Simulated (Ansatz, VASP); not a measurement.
**SnH2 (fluorite type (invented)): VASP beside Ansatz**

Wanted: the spread between two codes on one cell, functional and k mesh. The cell is generated by rule, not measured, and may not be a known phase. The cell is taken from a series of runs on this material, whose earlier steps may have relaxed, scaled, displaced or heated it; both programs get it as it stands.

Calculated with Ansatz 0.2.0; plane waves, with VASP 6.6.1 beside it; relaxation of cell and atoms at PBEsol.

## Step 1: Starting point

It takes space group Fm-3m (No. 225, cubic). Conventional cell: a = 5.260 Å, b = 5.260 Å, c = 5.260 Å, α = 90.00°, β = 90.00°, γ = 90.00°. Nearest to Sn lie 8 H at 2.28 Å. Nearest to H lie 4 Sn at 2.28 Å. Farther neighbours are not listed.

## Step 2: Ansatz: relaxation of cell and atoms, PBEsol

Ansatz runs on its default PAW (the set named soft_2) files.

The relaxed volume is the usual yardstick between codes: in a stiff, nearly cubic crystal its relative difference is about their pressure difference at one cell divided by the bulk modulus.

Input file input.yaml:

```yaml
crystal:
  lattice:
    - [0.0, 2.629902244, 2.629902244]
    - [2.629902244, 0.0, 2.629902244]
    - [2.629902244, 2.629902244, 0.0]
  atoms:
    - { symbol: Sn, position: [0.0, 0.0, 0.0] }
    - { symbol: H, position: [0.25, 0.25, 0.25] }
    - { symbol: H, position: [0.75, 0.75, 0.75] }
kpoints:
  mp_grid: { grid: [14, 14, 14] }
hamiltonian:
  xc: pbesol
scf:
  occupations: { method: gaussian, width: 0.1 }
output:
  forces: true
  stress: true
  eigenvalues: true
relax:
  adjacent_minimum: "off"
  f_tol: 0.005
  max_steps: 80
  cell: { stress_tol: 0.05 }
```

On the command line:

```console
$ ansatz run input.yaml --threads 2 --pin off --max-ram 5120MiB --backend cpu --events-out ev --progress --plain --runs-dir out
```

Numbers of over 12 decimals in the logs are rounded to 6 here.

Output:

```text
Engine: ansatz 0.2.0, aarch64-unknown-linux-gnu
Pseudopotentials: kind: paw
Pseudopotential: Sn, paw, valence charge 14, recommended cutoff 420 eV (normal), Sn.paw.azcp
Pseudopotential: H, paw, valence charge 1, recommended cutoff 420 eV (normal), H.paw.azcp
Functional definition: PBEsol
  exchange = pbesol_x
  correlation = pbesol_c
Crystal: 3 atoms, lattice volume = 36.379 Å³
Basis set: ecut = 420 eV, 725 PW (Γ), exchange–correlation on 50×50×50 points (8 copies of the dense FFT grid, shifted against one another)
Bands: 12, of which v1, the nominal top of the filled ones, is band 8 counted from 1 (7 counted from 0)
Symmetry: 48 space group operations
Space group: Fm-3m (ITA 225), of the structure as read, at distance tolerance 3.3e-5 Å
k-points: 104 of 2744
Non-local potential: Sn, projectors of the file, l = 0: 2, l = 1: 2, l = 2: 2, l = 3: 2
Non-local potential: H, projectors of the file, l = 0: 2, l = 1: 1
PAW form: soft (Blöchl's): semilocal exchange-correlation on the pseudo side does not see the compensation charge
PAW frozen core: Sn, regenerated for the run's functional, and the local potential with it (the file was generated under x = pbe(κ = 0.804, μ = 0.219515), c = pbe(β = 0.066725))
PAW one-centre angular grid: Sn, 590 points (default); XC on 64 Gauss nodes
PAW one-centre angular grid: H, 110 points (default); XC on 64 Gauss nodes
Initial density: superposition of atomic densities (neutral atoms: chi_scale 0, normalization atom), corrected by the library's trained network
Initial wavefunctions: pseudopotential atomic-orbital guess
Functional: x = pbesol(κ = 0.804, μ = 0.123457), c = pbesol(β = 0.046)
SCF iter   1: F=—  HF=-5979.663957 eV  |F-HF|=—  |Δ(HF+E_count)|=         —  Δρ=7.24e-3  dr2=1.45e-2  ethr=1.77e-3  ⟨swp⟩=5.0  Hψ=7040  notcnv=0
preconditioner: auto → none  [insulator: Δε(μ)=0.146 eV  Ē_g=20.214 eV  σ=0.100 eV  W_gap=0.57  n_scr=8 (ndim 8)  ℏωp=24.6 eV  f_vac=0.002  D(μ)=0.81/eV (n_scr^D=0)  ε∞_Penn≈2.5]
SCF iter   2: F=—  HF=-5979.658580 eV  |F-HF|=—  |Δ(HF+E_count)|=   5.38e-3  Δρ=1.89e-3  dr2=8.60e-4  ethr=9.09e-5  ⟨swp⟩=1.0  Hψ=2080  notcnv=0  defer=1
SCF iter   3: F=—  HF=-5979.658305 eV  |F-HF|=—  |Δ(HF+E_count)|=   2.76e-4  Δρ=3.15e-4  dr2=1.83e-5  ethr=5.38e-6  ⟨swp⟩=2.2  Hψ=1954  notcnv=0  defer=1
SCF iter   4: F=—  HF=-5979.658301 eV  |F-HF|=—  |Δ(HF+E_count)|=   4.11e-6  Δρ=1.14e-4  dr2=1.89e-6  ethr=1.14e-7  ⟨swp⟩=2.1  Hψ=1977  notcnv=0  defer=1
iter 5 did not close the SCF: its close was put off for the readings that it lacked (scf_convergence_deferred on its scf_iter line)
SCF iter   5: F=-5979.658302 eV  HF=-5979.658303 eV  |F-HF|=1.12e-7  |Δ(HF+E_count)|=   2.05e-6  Δρ=1.85e-5  dr2=8.53e-8  ethr=1.18e-8  ⟨swp⟩=2.0  Hψ=1992  notcnv=0  defer=1
SCF iter   6: F=-5979.658302 eV  HF=-5979.658302 eV  |F-HF|=4.75e-10  |Δ(HF+E_count)|=   5.76e-8  Δρ=1.46e-6  dr2=5.02e-10  ethr=5.33e-10  ⟨swp⟩=3.5  Hψ=4957  notcnv=0
SCF 1 converged in 6 iterations: F = -5979.658302 eV  dr2 = 5.02e-10
  greatest PAW one-centre occupation: 0.992 electrons in one spin orbital (limit 2), on the Sn atom at site 0 (counted from 0), in its partial waves of l = 2
relax step   1: F+E_penalty+E_count = -5979.65830249 eV  Δ(F+E_penalty+E_count) = +0.000e0 eV  max|allowed force component| = 7.710e-19 eV/Å  Δτ_max = 0.0000 Å  P = -0.003 GPa  Ω = 36.379 Å³  (6 SCF iters, dr2 threshold 1.00e-7 eV, accepted)
Initial density: handed on by an earlier stage of this run
Initial wavefunctions: pseudopotential atomic-orbital guess (no wavefunctions were taken with the density)
iter 1 solved again at ethr=1.99e-7 eV; its pass at ethr=3.10e-3 eV (dr2=3.19e-5 eV) is discarded
SCF iter   1: F=—  HF=-5979.658302 eV  |F-HF|=—  |Δ(HF+E_count)|=         —  Δρ=1.72e-6  dr2=5.74e-10  ethr=1.99e-7  ⟨swp⟩=2.5  Hψ=9922  notcnv=0
eigensolver tolerance schedule: the retry pair's looser diagonalisation over-reported the residual by 55590.73 of it (diagonalisation noise at an unbounded share of the residual, at the tolerance the schedule requests for it); recorded, not acted on — ethr = c·dr2/N_el stays at c = 1.0e-1
preconditioner: auto → none  [metal: Δε(μ)=0.110 eV  Ē_g=20.229 eV  σ=0.100 eV  W_gap=0.46  n_scr=8 (ndim 8)  ℏωp=24.6 eV  f_vac=0.000  D(μ)=0.82/eV (n_scr^D=0)]
SCF iter   2: F=—  HF=-5979.658302 eV  |F-HF|=—  |Δ(HF+E_count)|=   1.89e-7  Δρ=3.20e-7  dr2=2.25e-11  ethr=1.00e-12  ⟨swp⟩=5.3  Hψ=7638  notcnv=0
SCF iter   3: F=-5979.658302 eV  HF=-5979.658302 eV  |F-HF|=1.09e-11  |Δ(HF+E_count)|=  3.27e-11  Δρ=1.69e-7  dr2=6.30e-12  ethr=1.00e-12  ⟨swp⟩=4.1  Hψ=4876  notcnv=0
SCF 2 converged in 3 iterations: F = -5979.658302 eV  dr2 = 6.30e-12
relax step   2: F+E_penalty+E_count = -5979.65830249 eV  Δ(F+E_penalty+E_count) = -2.365e-10 eV  max|allowed force component| = 6.746e-19 eV/Å  Δτ_max = 0.0000 Å  P = -0.003 GPa  Ω = 36.379 Å³  stress off target by 2.97e-3 GPa  SCF on the basis re-selected at this cell (its energy is not comparable with the rows above)  (3 SCF iters)
basis re-selected at this cell: Δ(F+E_penalty+E_count) = -2.365e-10 eV, ΔP = +0.000 GPa vs the last step (what re-selecting the basis moved, of the pressure what is left beyond the Pulay correction that the steps carried, after the strain that the cell walked since its last selection, with what the two solves' SCF thresholds leave and, on support functions, any second-order correction that the steps lacked; it is no  [...]
SCF converged after 3 iterations
Free energy (F): -5979.658302 eV
Harris-Foulkes:  -5979.658302 eV  (|F-HF|=1.09e-11)
Internal energy: -5979.654208 eV  (E = F + TS)
E sigma→0 (E₀):  -5979.656255 eV
Entropy (-TS):   -0.004095 eV (-1.365 meV/atom)
Fermi energy:    8.513364 eV
--- Per-component energies (eV) ---
  E_band       = -113.273796
  E_kinetic    = 211.765258
  E_local      = -966.217453  (includes V_loc(G=0)·N_el)
  E_nonlocal   = -28.399906
  E_hartree    = 570.646330
  E_xc         = -397.108710
  E_vxc        = -119.943082  (∫ρ·V_xc dr)
  E_paw        = -4063.531678  (= ΣΔE_a)
  E_vpaw       = -351.769342  (= ΣTr[D̂ρ^β])
  E_aug_tail   = -0.001939  (compensation charges beyond the density's cutoff)
  E_ewald      = -1307.090950
  E_core_change = 0.284840  (= ΣΔE_core)
  E_smearing   = -0.004095  (= −TS)
  E_closure    = -0.000000  (closes the sum)
  Σ components = -5979.658302   (vs F -5979.658302, Δ=0.00e0)
--- Forces (eV/Å), atoms counted from 1 ---
  atom   1  Sn    -0.00000000     0.00000000    -0.00000000
  atom   2  H      0.00000000     0.00000000    -0.00000000
  atom   3  H     -0.00000000     0.00000000     0.00000000
  max |Σ_I F_I| component: 5.78e-19 eV/Å
--- Stress (GPa, compression-positive) ---
       -0.002967       0.000000      -0.000000
        0.000000      -0.002967       0.000000
        0.000000       0.000000      -0.002967
  P = ⅓ Tr σ = -0.0030 GPa (-0.030 kbar)
--- Band table (eV; the first three rows and the last of 104) ---
  k-point 0: bands = [... 4 lower, -13.2552, -3.4231, 7.5546, 13.1037, 13.1037, 13.1037, 14.0515, 16.4718]
  k-point 1: bands = [... 4 lower, -13.2552, -3.3408, 7.4536, 11.9554, 12.9565, 12.9565, 14.4149, 16.6971]
  k-point 2: bands = [... 4 lower, -13.2543, -3.0941, 7.0571, 10.5447, 12.6193, 12.6193, 14.2798, 17.1701]
  k-point 103: bands = [... 4 lower, -13.2154, 2.3983, 2.5393, 3.3207, 7.4084, 12.8594, 14.7681, 16.0871]
--- Relaxed structure (1 steps of the walk, 1 accepted, 1 SCFs on fresh bases) ---
  F+E_penalty+E_count = -5979.65830249 eV   max|allowed force component| = 6.746e-19 eV/Å   (the final SCF, on the basis selected at the relaxed cell)
  cell:  # Å, volume = 36.3788 Å³
    - [0.0, 2.629902244, 2.629902244]
    - [2.629902244, 0.0, 2.629902244]
    - [2.629902244, 2.629902244, 0.0]
  atoms:
    - { symbol: Sn, position: [0.0, 0.0, 0.0] }
    - { symbol: H, position: [0.25, 0.25, 0.25] }
    - { symbol: H, position: [0.75, 0.75, 0.75] }
```

In the SCF lines HF is the Harris–Foulkes energy and dr2 the Hartree energy of the density residual, in eV; the loop may stop once dr2 is under the threshold and the program's other checks hold. Hψ counts applications of the Hamiltonian.

## Step 3: VASP: relaxation of cell and atoms, PBEsol

The same cell, functional, mesh and smearing now go to VASP, with its own data sets.

Lines of VASP's logs that name or quote its potential files are left out, and so is its time.

Input file INCAR:

```
SYSTEM = SnH2
PREC = Accurate
ENCUT = 500
EDIFF = 1E-07
NELM = 120
ISMEAR = 0
SIGMA = 0.1
LREAL = .FALSE.
ALGO = Normal
GGA = PS
NBANDS = 14
LORBIT = 11
LWAVE = .FALSE.
LCHARG = .FALSE.
ISIF = 3
IBRION = 2
NSW = 80
EDIFFG = -0.005
LASPH = .TRUE.
GGA_COMPAT = .FALSE.
NELMIN = 4
```

Input file POSCAR:

```
SnH2
1.0
    0.0000000000      2.6299020000      2.6299020000
    2.6299020000      0.0000000000      2.6299020000
    2.6299020000      2.6299020000      0.0000000000
Sn H
1 2
Direct
    0.0000000000      0.0000000000      0.0000000000
    0.2500000000      0.2500000000      0.2500000000
    0.7500000000      0.7500000000      0.7500000000
```

Input file KPOINTS:

```
Automatic mesh
0
Gamma
14 14 14
0 0 0
```

The projector-augmented-wave data sets are Sn_d and H (PBE family, release 64).

On the command line:

```console
$ mpirun -np 1 vasp_std
```

Output:

```text
[banner, memory and clock lines left out]
running    1 mpi-ranks, on    1 nodes
 distrk:  each k-point on    1 cores,    1 groups
 distr:  one band on    1 cores,    1 groups

 POSCAR found type information on POSCAR SnH
 POSCAR found :  2 types and       3 ions
|                                                                             |
|               ----> ADVICE to this user running VASP <----                  |
|                                                                             |
|     You enforced a specific xc type in the INCAR file but a different       |
|     [... a line on the potential file left out ...]
|     I HOPE YOU KNOW WHAT YOU ARE DOING!                                     |
|                                                                             |

 LDA part: xc-table for (Slater+PW92), standard interpolation
 POSCAR, INCAR and KPOINTS ok, starting setup
 FFT: planning ... GRIDC
 FFT: planning ... GRID_SOFT
 FFT: planning ... GRID
 WAVECAR not read
 entering main loop
       N       E                     dE             d eps       ncg     rms          rms(c)
DAV:   1     0.879023873475E+02    0.87902E+02   -0.77299E+03  2984   0.152E+03
DAV:   2    -0.290555473326E+01   -0.90808E+02   -0.86330E+02  3158   0.345E+02
DAV:   3    -0.961334395236E+01   -0.67078E+01   -0.66606E+01  3566   0.788E+01
DAV:   4    -0.976176347224E+01   -0.14842E+00   -0.14837E+00  3610   0.126E+01
DAV:   5    -0.976694818672E+01   -0.51847E-02   -0.51846E-02  3998   0.225E+00    0.320E+00
DAV:   6    -0.948973693031E+01    0.27721E+00   -0.14819E-01  4248   0.504E+00    0.151E+00
DAV:   7    -0.943029025165E+01    0.59447E-01   -0.11259E-01  3930   0.289E+00    0.303E-01
DAV:   8    -0.943092878536E+01   -0.63853E-03   -0.14322E-02  3602   0.156E+00    0.974E-02
DAV:   9    -0.943095386924E+01   -0.25084E-04   -0.46382E-04  4516   0.309E-01    0.495E-02
DAV:  10    -0.943095352388E+01    0.34536E-06   -0.65060E-05  3626   0.946E-02    0.196E-02
DAV:  11    -0.943095545882E+01   -0.19349E-05   -0.80788E-06  4116   0.355E-02    0.619E-03
DAV:  12    -0.943095417520E+01    0.12836E-05   -0.11845E-06  4074   0.142E-02    0.108E-03
DAV:  13    -0.943095410693E+01    0.68265E-07   -0.13284E-07  3216   0.316E-03
   1 F= -.94309541E+01 E0= -.94289058E+01  d E =-.943095E+01
 curvature:   0.00 expect dE= 0.000E+00 dE for cont linesearch  0.000E+00
 trial: gam= 0.00000 g(F)=  0.152E-49 g(S)=  0.444E-04 ort = 0.000E+00 (trialstep = 0.100E+01)
 search vector abs. value=  0.444E-04
 bond charge predicted
       N       E                     dE             d eps       ncg     rms          rms(c)
DAV:   1    -0.943131143217E+01   -0.35726E-03   -0.61933E-03  3704   0.146E+00    0.972E-02
DAV:   2    -0.943104856236E+01    0.26287E-03   -0.38138E-04  3542   0.385E-01    0.430E-02
DAV:   3    -0.943099034346E+01    0.58219E-04   -0.15157E-04  3960   0.226E-01    0.501E-03
DAV:   4    -0.943098900650E+01    0.13370E-05   -0.57619E-06  3424   0.302E-02    0.168E-03
DAV:   5    -0.943098907850E+01   -0.72003E-07   -0.26081E-07  3598   0.451E-03
   2 F= -.94309891E+01 E0= -.94289435E+01  d E =-.349716E-04
 trial-energy change:   -0.000035  1 .order   -0.000031   -0.000044   -0.000018
 step:   1.3260(harm=  1.6901)  dis= 0.00000  next Energy=    -9.430992 (dE=-0.381E-04)
 reached required accuracy - stopping structural energy minimisation
```

Parts of OUTCAR (step 3):

```text
ion  position               nearest neighbor table
   1  0.000  0.000  0.000-   2 2.28   3 2.28   3 2.28   3 2.28   3 2.28   2 2.28   2 2.28   2 2.28

  LATTYP: Found a face centered cubic cell.
 ALAT       =     5.2598040000

 Subroutine GETGRP returns: Found 48 space group operations
 (whereof 48 operations were pure point group operations)

The static configuration has the point symmetry O_h .

 Found    104 irreducible k-points:

   k-points           NKPTS =    104   k-points in BZ     NKDIM =    104   number of bands    NBANDS=     14

   dimension x,y,z NGX =    28 NGY =   28 NGZ =   28
   dimension x,y,z NGXF=    56 NGYF=   56 NGZF=   56

   ENCUT  =  500.0 eV  36.75 Ry    6.06 a.u.   6.78  6.78  6.78*2*pi/ulx,y,z

   NELECT =      16.0000    total number of electrons

 k-points in reciprocal lattice and weights: Automatic mesh
   0.00000000  0.00000000  0.00000000       0.000
   0.07142857  0.00000000  0.00000000       0.003
   0.14285714  0.00000000  0.00000000       0.003
   0.21428571  0.00000000  0.00000000       0.003
   0.28571429  0.00000000  0.00000000       0.003
   0.35714286  0.00000000  0.00000000       0.003
   0.42857143  0.00000000  0.00000000       0.003
   0.50000000  0.00000000  0.00000000       0.001
   0.07142857  0.07142857  0.00000000       0.002
[...]
-0.28571429  0.42857143  0.21428571       0.009
  -0.28571429  0.50000000  0.21428571       0.004

 average (electrostatic) potential at core
       1-100.8542       2 -30.1938       3 -30.1938

 E-fermi :   6.3220

 k-point     1 :       0.0000    0.0000    0.0000
  band No.  band energies     occupation
    ...
      3     -15.4568      2.00000
      4     -15.4200      2.00000
      5     -15.4200      2.00000
      6      -5.6282      2.00000
      7       5.3607      2.00000
      8      10.9174      0.00000
      9      10.9174      0.00000
     10      10.9174      0.00000
     11      11.8747      0.00000
     12      14.2924      0.00000
    ...

 k-point     2 :       0.0714    0.0000    0.0000
  band No.  band energies     occupation
    ...
      3     -15.4549      2.00000
      4     -15.4200      2.00000
      5     -15.4200      2.00000
      6      -5.5459      2.00000
      7       5.2600      2.00000
      8       9.7697      0.00000
      9      10.7699      0.00000
     10      10.7699      0.00000
     11      12.2348      0.00000
     12      14.5185      0.00000
    ...

 k-point     3 :       0.1429    0.0000    0.0000
  band No.  band energies     occupation
    ...
      3     -15.4505      2.00000
      4     -15.4190      2.00000
      5     -15.4190      2.00000
      6      -5.2988      2.00000
      7       4.8630      2.00000
      8       8.3577      0.00000
      9      10.4320      0.00000
     10      10.4320      0.00000
     11      12.0967      0.00000
     12      14.9931      0.00000
    ...

  Total       -0.0123908     -0.0123908     -0.0123908     -0.0000000      0.0000000      0.0000000
  in kB       -0.5465103     -0.5465103     -0.5465103     -0.0000000      0.0000000      0.0000000
  external PRESSURE =      -0.5465103 kB  Pullay stress =       0.0000000 kB

  energy-cutoff  :      500.00
  volume of cell :       36.33
      direct lattice vectors                 reciprocal lattice vectors
     0.000000000  2.628618668  2.628618668    -0.190213973  0.190213973  0.190213973
     2.628618668  0.000000000  2.628618668     0.190213973 -0.190213973  0.190213973
     2.628618668  2.628618668 -0.000000000     0.190213973  0.190213973 -0.190213973

 POSITION                                       TOTAL-FORCE (eV/Angst)
 -----------------------------------------------------------------------------------
      0.00000      2.62862      2.62862        -0.000000      0.000000     -0.000000
      1.31431      1.31431      1.31431         0.000000      0.000000      0.000000
      3.94293      3.94293      3.94293        -0.000000     -0.000000      0.000000
 -----------------------------------------------------------------------------------
    total drift:                               -0.000000     -0.000000      0.000000

  FREE ENERGIE OF THE ION-ELECTRON SYSTEM (eV)
  ---------------------------------------------------
  free  energy   TOTEN  =        -9.4309890785 eV

  energy  without entropy=       -9.4268980180  energy(sigma->0) =       -9.42894355

 reached required accuracy - stopping structural energy minimisation

 total charge
# of ion       s       p       d       tot
------------------------------------------
    1        1.328   0.778  10.020  12.125
    2        0.470   0.010   0.000   0.480
    3        0.470   0.010   0.000   0.480
--------------------------------------------------
tot          2.268   0.798  10.020  13.086

[... 3 further parts left out ...]
```

CONTCAR:

```
SnH2
   1.00000000000000
     0.0000000000000000    2.6286186678745733    2.6286186678745733
     2.6286186678745733    0.0000000000000000    2.6286186678745733
     2.6286186678745733    2.6286186678745733   -0.0000000000000000
  Sn              H
     1     2
Direct
     1.0000000000000000    0.0000000000000000    0.0000000000000000
     0.2500000000000000    0.2500000000000000    0.2500000000000000
     0.7500000000000000    0.7500000000000000    0.7500000000000000
```

## Step 4: Differences

Known differences besides the potentials themselves: the cutoff is 420 eV in Ansatz and 500 eV in VASP; Ansatz makes its cores anew for this functional, VASP keeps those of its PBE data sets; Ansatz adds a Pulay correction to the stress that steers its cell, VASP none. Total energies have different zeros and are not compared.

The two programs side by side:

```tsv
quantity	Ansatz	VASP	difference
volume (Å³)	36.38	36.33	+0.15 %
edge a after relaxation, in the typed setting (Å)	3.719	3.717	+0.05 %
```

## Step 5: Summary of results

| Item | Value |
| --- | --- |
| difference in volume (relaxation of cell and atoms, PBEsol) | 0.15 % |

**Reading.** The difference in volume is 0.15 % (relaxation of cell and atoms, PBEsol), within the 1.2 % picked in this series as the mark of a large difference, as far as the stopping tolerances let one tell. How closely two codes agree says nothing of how well the functional describes the real material.

[Lines on the potential files, build, host, timing and source positions are cut from VASP's logs without a mark.]

[Logs are printed without paths, hosts, clocks, repeated set-up lines and the standing remarks that a program may print on its own settings, such as how far it seeks lower states.]

[Hosts, paths, dates, database ids (printed as entryN), source tags and the programs' standing remarks are cut or masked in the printed files.]
